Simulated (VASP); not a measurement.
VASP runs on GaAs (space group F-43m) share one base input (PBEsol GGA, plane waves, VASP's PBE PAW potentials (set 64)) and change the settings named in each case.

### KPOINTS
```
Automatic mesh
0
Gamma
8 8 8
0 0 0
```

**POSCAR**
```
GaAs
1
    0.0000000000     2.8250000000     2.8250000000
    2.8250000000     0.0000000000     2.8250000000
    2.8250000000     2.8250000000     0.0000000000
Ga As
1 1
Direct
  0.0000000000   0.0000000000   0.0000000000
  0.2500000000   0.2500000000   0.2500000000
```

### INCAR
```
SYSTEM = GaAs
PREC = Accurate; ENCUT = 300; LREAL = F
LASPH = T
EDIFF = 1E-6; NELM = 100; ALGO = Normal
LMAXMIX = 4
ISMEAR = -1; SIGMA = 0.02
GGA = PS
ISIF = 2
LWAVE = F; LCHARG = F
```

POTCAR, in this order: Ga_d As (PBE.64 set). Program: vasp_std.

| change | E(σ→0) (eV/atom) | pressure (GPa) | −TS (eV) |
|---|---|---|---|
| base run | -4.5435 | 0.40 | 0.0000 |
| GGA removed, POTCAR Ga_d As (LDA.64 set) | -4.8170 | ? | 0.0000 |
| GGA_COMPAT = .FALSE., LNONCOLLINEAR = .TRUE., LSORBIT = .TRUE., MAGMOM = 0.0 0.0 0.0 0.0 0.0 0.0, program vasp_ncl | -4.5523 | 0.40 | 0.0000 |
| KPOINTS 1×1×1 Γ-centred mesh | 4.5120 | 47.88 | -0.0133 |

Q: Complete the blanks.

A: 
- GGA removed, POTCAR Ga_d As (LDA.64 set), pressure (GPa): -1.57

Energies of different potentials or functionals have different zeros.  At 300 eV the pressure can carry a Pulay error.

Left out are runs that ran out of time, are held back, or changed the cell or the kind of run, fixed moments of cells without a moment, rows past the twelfth, gaps on odd meshes, pressures of charged cells and columns that move by less than the noise.

The structure is a typed GaAs crystal (F-43m). The cell was not relaxed at this level.
